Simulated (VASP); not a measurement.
An input for Quantum ESPRESSO's pw.x (written as the equivalent of a VASP run, and not itself run):

```
&CONTROL
  calculation = 'vc-relax'
  pseudo_dir = './pseudo'
  outdir = './out'
  tprnfor = .true.
  tstress = .true.
  nstep = 40
  forc_conv_thr = 0.00078
/
&SYSTEM
  ibrav = 0
  nat = 4
  ntyp = 2
  ecutwfc = 76
  occupations = 'smearing'
  smearing = 'gaussian'
  degauss = 0.003675
  input_dft = 'pbesol'
/
&ELECTRONS
  conv_thr = 7.3e-08
  electron_maxstep = 100
/
&IONS
/
&CELL
  press = 100
/
ATOMIC_SPECIES
  B 10.810 B.upf
  Bi 208.980 Bi.upf
CELL_PARAMETERS angstrom
     3.7168218   -0.0000000    0.0000000
    -1.8584109    3.2188619    0.0000000
     0.0000000   -0.0000000    6.1258196
ATOMIC_POSITIONS crystal
  B    0.3333330  0.6666670  0.0004454
  B    0.6666670  0.3333330  0.5004454
  Bi   0.3333330  0.6666670  0.3745546
  Bi   0.6666670  0.3333330  0.8745546
K_POINTS automatic
  7 7 4 0 0 0
```

Problem. Translate this input to VASP (INCAR, KPOINTS, POSCAR, choice of POTCAR).

Solution. This is not unique; one that fits is 
**POSCAR**
```
BBi
1
    3.7168218166    -0.0000000000     0.0000000000
   -1.8584109083     3.2188618694     0.0000000000
    0.0000000000    -0.0000000000     6.1258196271
B Bi
2 2
Direct
  0.3333330000   0.6666670000   0.0004453946
  0.6666670000   0.3333330000   0.5004453946
  0.3333330000   0.6666670000   0.3745546054
  0.6666670000   0.3333330000   0.8745546054
```

### INCAR
```
SYSTEM  =  BBi
PREC  =  Accurate; ENCUT  =  620; LREAL  =  .FALSE.
LASPH  =  .TRUE.
EDIFF  =  1E-6; NELM  =  100; ALGO  =  Normal
LMAXMIX  =  4
ISMEAR  =  0; SIGMA  =  0.05
GGA  =  PS
IBRION  =  2; NSW  =  40; ISIF  =  3
EDIFFG  =  -0.02; PSTRESS  =  100
LWAVE  =  .FALSE.; LCHARG  =  .FALSE.
```

**KPOINTS**
```
Automatic mesh
0
Gamma
7 7 4
0 0 0
```

POTCAR, in this order: B Bi_d (PBE.64 set). Program: vasp_std.

The two are equivalent in intent, not identical: the potentials are each code's own (VASP's PAW set, PseudoDojo norm-conserving files in pw.x), so ENCUT and ecutwfc are chosen apart and not converted; conv_thr bounds pw.x's estimated SCF error, while EDIFF bounds the energy change between steps; forc_conv_thr acts on force components and is met together with etot_conv_thr.

The structure was generated: BBi was put into the wurtzite type (P6_3mc), which need not be its known phase. It was relaxed first under an external pressure of 10 GPa.
